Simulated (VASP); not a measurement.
Consider the following.

```
CELL_PARAMETERS angstrom
      0.00000     3.48274     3.48274
      3.48274     0.00000     3.48274
      3.48274     3.48274     0.00000
ATOMIC_POSITIONS crystal
  Hg 0.00000 0.00000 0.00000
  Te 0.25000 0.25000 0.25000
```

Computed with vdW-DF2, VASP's PBE PAW potentials (set 64) (plane waves; VASP). Run with 520 eV cut-off, 9×9×9 Γ-centred mesh, first-order Methfessel-Paxton smearing of 0.10 eV, potentials Hg Te.

Unless said otherwise, spin-orbit coupling is left out, though it shifts the bands of the heavy elements here.

Task: Estimate the energy per atom (σ→0), band gap (on the k-mesh) with the smallest direct gap where there is one.

Result: 
```json
{
  "band gap (on the k-mesh)": "none (metal, semimetal or under 0.01 eV)",
  "energy per atom (σ→0)": "0.685 eV/atom"
}
```

Total energies compare only between runs with the same potentials, cut-off and functional.

The compound is HgTe in the zinc blende structure. This cell is one point of a volume scan, at 1.03 of the reference volume.
